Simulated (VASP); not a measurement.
```xyz
2
Lattice="2.5755 0.0000 0.0000 0.0000 2.5755 0.0000 0.0000 0.0000 3.6682" Properties=species:S:1:pos:R:3 pbc="T T T"
Ti     0.0000     0.0000     0.0000
Al     1.2877     1.2877     1.8341
```

Method: LDA (Ceperley-Alder, Perdew-Zunger), VASP's LDA PAW potentials (set 64) (plane waves; VASP 6.6.1). Numerical set-up: 500 eV cut-off, 14×14×10 Γ-centred mesh, first-order Methfessel-Paxton smearing of 0.10 eV, potentials Ti_sv Al.

Task: What does the run give for the energy per atom (σ→0), pressure, band gap (on the k-mesh) with the smallest direct gap where there is one?

Result: 
```json
{
 "band gap (on the k-mesh)": "none (metal, semimetal or under 0.01 eV)",
 "energy per atom (σ→0)": "-6.421 eV/atom",
 "pressure": "44.92 GPa"
}
```

The compound is TiAl in the L1_0 structure. It was relaxed first under an external pressure of 45 GPa. The electron count is odd and the run is not spin-polarised, which forces a metal.
